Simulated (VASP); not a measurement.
An input for Ansatz (written as the equivalent of a VASP run, and not itself run):

Ansatz 0.2 input:
```yaml
crystal:
  lattice:
    - [1.7575154, -3.0441068, 0.0000000]
    - [1.7575154, 3.0441068, 0.0000000]
    - [0.0000000, 0.0000000, 4.1530917]
  atoms:
    - { symbol: Pt, position: [0.0000000, 0.0000000, 1.0000000] }
    - { symbol: S, position: [0.3333330, 0.6666670, 0.2855151] }
    - { symbol: S, position: [0.6666670, 0.3333330, 0.7144849] }
kpoints:
  mp_grid: { grid: [10, 10, 8] }
hamiltonian:
  xc: pbe
  pseudopotentials: { kind: paw }
scf:
  occupations: { method: methfessel_paxton, width: 0.1 }
  max_iter: 100
relax:
  max_steps: 40
  f_tol: 0.02
  cell: { p_target: 20 }
output: { forces: true, stress: true, eigenvalues: true }
```

Task: Translate this input to VASP (INCAR, KPOINTS, POSCAR, choice of POTCAR).

Result: One answer among several that fit: 
KPOINTS:
```
Automatic mesh
0
Gamma
10 10 8
0 0 0
```

### POSCAR
```
PtS2
1.0
  1.7575153706  -3.0441068491   0.0000000000
  1.7575153706   3.0441068491   0.0000000000
  0.0000000000   0.0000000000   4.1530916586
Pt S
1 2
Cartesian
  0.0000000000   0.0000000000   4.1530916586
  1.7575153706   1.0147043124   1.1857705343
  1.7575153706  -1.0147043124   2.9673211243
```

**INCAR**
```
ENCUT = 500   ! plane-wave cut-off (eV)
NSW = 40   ! most ionic steps
SIGMA = 0.1   ! width (eV)
ISMEAR = 1   ! Methfessel-Paxton
EDIFF = 1E-6   ! SCF stop (eV)
EDIFFG = -0.02
LCHARG = F
PREC = Accurate
GGA = PE   ! PBE
IBRION = 2
SYSTEM = PtS2
ISIF = 3
LASPH = T
LWAVE = F
LREAL = F   ! projection in real space or not
LMAXMIX = 6
PSTRESS = 200
NELM = 100
ALGO = Normal   ! blocked Davidson
```

POTCAR, in this order: Pt S (PBE.64 set). Program: vasp_std.

Limits of the translation: each code has its own PAW files, so the cut-off isn't converted (ENCUT is set for VASP's; basis.ecutwfc is left out, and Ansatz then takes the one that its files recommend); Ansatz stops its SCF on the density residual and VASP on the energy change (EDIFF).

The compound is PtS2 in the 1T layered structure. This run relaxes it under an external pressure of 20 GPa. Symmetry was kept, so distortions that lower it aren't found.
